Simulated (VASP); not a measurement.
These are AM05 GGA, VASP's PBE PAW potentials (set 64) (plane waves; VASP) values and carry that method's errors.

Input for VASP

**INCAR**
```
ALGO = Normal
EDIFF = 1E-6
EDIFFG = -0.01
ENCUT = 520
GGA = AM
IBRION = 2
ISIF = 3
ISMEAR = 1
LASPH = .TRUE.
LCHARG = .FALSE.
LMAXMIX = 4
LREAL = .FALSE.
LWAVE = .FALSE.
NELM = 100
NSW = 60
PREC = Accurate
SIGMA = 0.1
SYSTEM = Rh
```

File KPOINTS:
```
Automatic mesh
0
Gamma
15 15 15
0 0 0
```

POSCAR:
```
Rh
1
    0.0000000000     1.9000000000     1.9000000000
    1.9000000000     0.0000000000     1.9000000000
    1.9000000000     1.9000000000     0.0000000000
Rh
1
Direct
  0.0000000000   0.0000000000   0.0000000000
```

POTCAR, in this order: Rh_pv (PBE.64 set). Program: vasp_std.

Output

### OUTCAR
```
 ion  position               nearest neighbor table
   1  0.000  0.000  0.000-
  LATTYP: Found a face centered cubic cell.
 ALAT       =     3.8000000000
 Subroutine PRICEL returns:
 Original cell was already a primitive cell.
 Subroutine GETGRP returns: Found 48 space group operations
The static configuration has the point symmetry O_h .
The dynamic configuration has the point symmetry O_h .
 Subroutine INISYM returns: Found 48 space group operations
 Subroutine IBZKPT returns following result:
 Found    120 irreducible k-points:

 Following reciprocal coordinates:
            Coordinates               Weight
  0.000000  0.000000  0.000000      1.000000
  0.066667  0.000000  0.000000      8.000000
  0.133333  0.000000  0.000000      8.000000
  0.200000  0.000000  0.000000      8.000000
  0.266667  0.000000  0.000000      8.000000
  0.333333  0.000000  0.000000      8.000000
  0.400000  0.000000  0.000000      8.000000
  0.466667  0.000000  0.000000      8.000000
  0.066667  0.066667  0.000000      6.000000
  0.133333  0.066667  0.000000     24.000000
  0.200000  0.066667  0.000000     24.000000
  0.266667  0.066667  0.000000     24.000000
  0.333333  0.066667  0.000000     24.000000
  0.400000  0.066667  0.000000     24.000000
  0.466667  0.066667  0.000000     24.000000
 -0.466667  0.066667  0.000000     24.000000
 -0.400000  0.066667  0.000000     24.000000
 -0.333333  0.066667  0.000000     24.000000
 -0.266667  0.066667  0.000000     24.000000
 -0.200000  0.066667  0.000000     24.000000
 -0.133333  0.066667  0.000000     24.000000
 -0.066667  0.066667  0.000000     12.000000
  0.133333  0.133333  0.000000      6.000000
  0.200000  0.133333  0.000000     24.000000
  0.266667  0.133333  0.000000     24.000000
...
```

File OSZICAR:
```
       N       E                     dE             d eps       ncg     rms          rms(c)
DAV:   1     0.114228817572E+03    0.11423E+03   -0.94177E+03  2659   0.147E+03
DAV:   2    -0.700151604236E+01   -0.12123E+03   -0.11602E+03  2694   0.386E+02
DAV:   3    -0.845995934921E+01   -0.14584E+01   -0.14541E+01  3036   0.486E+01
DAV:   4    -0.846895542539E+01   -0.89961E-02   -0.89952E-02  2877   0.393E+00
DAV:   5    -0.846909935481E+01   -0.14393E-03   -0.14393E-03  3017   0.460E-01    0.109E+01
DAV:   6    -0.787389254162E+01    0.59521E+00   -0.13802E+00  2739   0.176E+01    0.347E+00
DAV:   7    -0.785219888916E+01    0.21694E-01   -0.27780E-02  3045   0.214E+00    0.163E+00
DAV:   8    -0.784733226026E+01    0.48666E-02   -0.41361E-03  2760   0.105E+00    0.195E-01
DAV:   9    -0.784719150470E+01    0.14076E-03   -0.12420E-04  3045   0.188E-01    0.294E-02
DAV:  10    -0.784719783394E+01   -0.63292E-05   -0.33208E-06  2865   0.262E-02    0.312E-03
DAV:  11    -0.784719794355E+01   -0.10962E-06   -0.32808E-07  1584   0.854E-03
   1 F= -.78471979E+01 E0= -.78471282E+01  d E =-.784720E+01
       N       E                     dE             d eps       ncg     rms          rms(c)
DAV:   1    -0.964219014521E+01   -0.17950E+01   -0.27594E+01  2778   0.861E+01    0.127E+01
DAV:   2    -0.784786835338E+01    0.17943E+01   -0.40228E+00  2718   0.313E+01    0.202E+00
DAV:   3    -0.780677113612E+01    0.41097E-01   -0.11740E-01  2928   0.495E+00    0.138E+00
DAV:   4    -0.780929661428E+01   -0.25255E-02   -0.88619E-03  2820   0.139E+00    0.389E-01
DAV:   5    -0.781020996570E+01   -0.91335E-03   -0.10679E-03  2979   0.444E-01    0.401E-02
DAV:   6    -0.781014730781E+01    0.62658E-04   -0.30006E-05  2856   0.775E-02    0.794E-03
DAV:   7    -0.781014661830E+01    0.68951E-06   -0.13868E-06  2174   0.191E-02
   2 F= -.78101466E+01 E0= -.78100920E+01  d E =0.370513E-01
       N       E                     dE             d eps       ncg     rms          rms(c)
DAV:   1    -0.885131846305E+01   -0.10412E+01   -0.15122E+01  2772   0.667E+01    0.682E+00
DAV:   2    -0.785552500864E+01    0.99579E+00   -0.24164E+00  2718   0.236E+01    0.197E+00
DAV:   3    -0.785074111844E+01    0.47839E-02   -0.28229E-02  2952   0.225E+00    0.105E+00
DAV:   4    -0.785303655451E+01   -0.22954E-02   -0.47560E-03  2796   0.958E-01    0.187E-01
DAV:   5    -0.785336140739E+01   -0.32485E-03   -0.29323E-04  3039   0.217E-01    0.431E-02
DAV:   6    -0.785333146983E+01    0.29938E-04   -0.13840E-05  2769   0.588E-02    0.514E-03
DAV:   7    -0.785333140837E+01    0.61457E-07   -0.90099E-08  1813   0.409E-03
   3 F= -.78533314E+01 E0= -.78532681E+01  d E =-.613346E-02
       N       E                     dE             d eps       ncg     rms          rms(c)
DAV:   1    -0.785339222881E+01   -0.60759E-04   -0.89383E-04  2775   0.501E-01    0.565E-02
DAV:   2    -0.785333275421E+01    0.59475E-04   -0.13958E-04  2736   0.181E-01    0.974E-03
DAV:   3    -0.785333241197E+01    0.34224E-06   -0.22604E-06  2715   0.209E-02
   4 F= -.78533324E+01 E0= -.78532690E+01  d E =-.613447E-02
```

File OUTCAR:
```
------------------------ aborting loop because EDIFF is reached ----------------------------------------
  FORCE on cell =-STRESS in cart. coord.  units (eV):
  Direction    XX          YY          ZZ          XY          YZ          ZX
  --------------------------------------------------------------------------------------
  Total        0.0043424      0.0043424      0.0043424      0.0000000     -0.0000000      0.0000000
  in kB        0.5187362      0.5187362      0.5187362      0.0000000     -0.0000000      0.0000000
  external PRESSURE =       0.5187362 kB  Pullay stress =       0.0000000 kB
  volume of cell :       13.41
      direct lattice vectors                 reciprocal lattice vectors
     0.000000000  1.885766894  1.885766894    -0.265144118  0.265144118  0.265144118
     1.885766894 -0.000000000  1.885766894     0.265144118 -0.265144118  0.265144118
     1.885766894  1.885766894 -0.000000000     0.265144118  0.265144118 -0.265144118
 POSITION                                       TOTAL-FORCE (eV/Angst)
 -----------------------------------------------------------------------------------
      1.88577      3.77153      1.88577        -0.000000      0.000000     -0.000000
 -----------------------------------------------------------------------------------
    total drift:                                0.000000      0.000000      0.000000
  FREE ENERGIE OF THE ION-ELECTRON SYSTEM (eV)
  ---------------------------------------------------
  free  energy   TOTEN  =        -7.8533324120 eV

  energy  without entropy=       -7.8531422857  energy(sigma->0) =       -7.85326904

 reached required accuracy - stopping structural energy minimisation
```
(Selected blocks of OUTCAR.)

**CONTCAR**
```
Rh
   1.00000000000000
     0.0000000000000000    1.8857668941402033    1.8857668941402033
     1.8857668941402033   -0.0000000000000000    1.8857668941402033
     1.8857668941402033    1.8857668941402033   -0.0000000000000000
  Rh
     1
Direct
     1.0000000000000000    0.0000000000000000    1.0000000000000000
```

Energy and stress use the plane-wave basis of the starting cell.

The compound is Rh in the fcc structure. This run relaxes it. Symmetry was kept, so distortions that lower it aren't found.
